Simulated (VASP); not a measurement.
OSZICAR of a VASP run on BaTiO3 (cubic perovskite):

OSZICAR:
```
       N       E                     dE             d eps       ncg     rms          rms(c)
DAV:   1     0.350979701535E+03    0.35098E+03   -0.15659E+04  8072   0.601E+02
DAV:   2    -0.186981437670E+02   -0.36968E+03   -0.34113E+03  8560   0.203E+02
DAV:   3    -0.499298228876E+02   -0.31232E+02   -0.30039E+02 10472   0.571E+01
DAV:   4    -0.510890292073E+02   -0.11592E+01   -0.11538E+01  9584   0.876E+00
DAV:   5    -0.511011281006E+02   -0.12099E-01   -0.12098E-01  9360   0.851E-01    0.229E+01
DAV:   6    -0.406989774437E+02    0.10402E+02   -0.13291E+01 10656   0.252E+01    0.104E+01
DAV:   7    -0.401914277693E+02    0.50755E+00   -0.44863E+00  9672   0.838E+00    0.628E+00
DAV:   8    -0.400431675628E+02    0.14826E+00   -0.95791E-01  9864   0.460E+00    0.298E+00
DAV:   9    -0.400713241783E+02   -0.28157E-01   -0.11840E-01  9136   0.120E+00    0.251E+00
DAV:  10    -0.399857343585E+02    0.85590E-01   -0.18447E-01  9344   0.194E+00    0.183E-01
DAV:  11    -0.399859268492E+02   -0.19249E-03   -0.38048E-03  9024   0.188E-01    0.719E-02
DAV:  12    -0.399860223282E+02   -0.95479E-04   -0.17953E-04 10424   0.735E-02    0.550E-02
DAV:  13    -0.399860728984E+02   -0.50570E-04   -0.93496E-05  9472   0.319E-02    0.191E-02
DAV:  14    -0.399860708045E+02    0.20939E-05   -0.16266E-05 10496   0.178E-02    0.756E-03
DAV:  15    -0.399860698618E+02    0.94272E-06   -0.25463E-06  9696   0.743E-03    0.239E-03
DAV:  16    -0.399860699005E+02   -0.38770E-07   -0.32225E-07 10864   0.241E-03
   1 F= -.39986070E+02 E0= -.39986070E+02  d E =-.480811E-14
 imaginary and real dielectric function
```

Q: Which electronic solver shows in the log?

A: It is blocked Davidson (ALGO = Normal, or the opening steps of other solvers). The INCAR had ALGO = Normal.

Q: Can the final energy be trusted as converged?

A: The calculation finished and met its thresholds. It stopped with EDIFF = 1E-7, NELM = 100 (PBE GGA, plane waves, VASP's PBE PAW potentials (set 64)). The dielectric response may not be converged in the k-mesh; for small gaps it tends to come out too large.

The compound is BaTiO3 in the cubic perovskite structure, the ideal cubic form; the compound distorts at low or room temperature. It was relaxed first.
